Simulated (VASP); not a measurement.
OSZICAR of a VASP run on BaZrO₃ (cubic perovskite):

OSZICAR:
```
       N       E                     dE             d eps       ncg     rms          rms(c)
DAV:   1     0.318636544840E+03    0.31864E+03   -0.22295E+04   480   0.163E+03
DAV:   2    -0.288823486632E+02   -0.34752E+03   -0.34159E+03   608   0.390E+02
DAV:   3    -0.489560480760E+02   -0.20074E+02   -0.20057E+02   776   0.932E+01
DAV:   4    -0.494228987077E+02   -0.46685E+00   -0.46676E+00   672   0.114E+01
DAV:   5    -0.494385007883E+02   -0.15602E-01   -0.15602E-01   712   0.131E+00    0.276E+01
DAV:   6    -0.417964085318E+02    0.76421E+01   -0.49559E+01   576   0.439E+01    0.123E+01
DAV:   7    -0.417331899346E+02    0.63219E-01   -0.37532E+00   728   0.111E+01    0.708E+00
DAV:   8    -0.417135257597E+02    0.19664E-01   -0.37669E-01   640   0.482E+00    0.707E-01
DAV:   9    -0.417131281946E+02    0.39757E-03   -0.58126E-02   728   0.143E+00    0.485E-01
DAV:  10    -0.417151663141E+02   -0.20381E-02   -0.17720E-02   672   0.117E+00    0.274E-01
DAV:  11    -0.417146730970E+02    0.49322E-03   -0.27128E-03   648   0.449E-01    0.401E-02
DAV:  12    -0.417147344619E+02   -0.61365E-04   -0.17845E-04   600   0.103E-01    0.322E-02
DAV:  13    -0.417147348579E+02   -0.39594E-06   -0.34669E-05   728   0.410E-02    0.535E-03
DAV:  14    -0.417147355765E+02   -0.71861E-06   -0.36617E-06   632   0.149E-02    0.258E-03
DAV:  15    -0.417147355303E+02    0.46208E-07   -0.44325E-07   672   0.431E-03
   1 F= -.42495426E+02 E0= -.42495426E+02  d E =-.498636E-25
```

Problem. Which electronic solver shows in the log?

Solution. It is blocked Davidson (ALGO = Normal, or the opening steps of other solvers). The INCAR had ALGO = Normal.

Problem. Can the final energy be trusted as converged?

Solution. The run converged. It stopped with EDIFF = 1E-7, NELM = 100 (PBE GGA with D3 dispersion (zero damping), plane waves, VASP's PBE PAW potentials (set 64)).

The compound is BaZrO3 in the cubic perovskite structure. This cell is one point of a volume scan, at 1.03 of the reference volume.
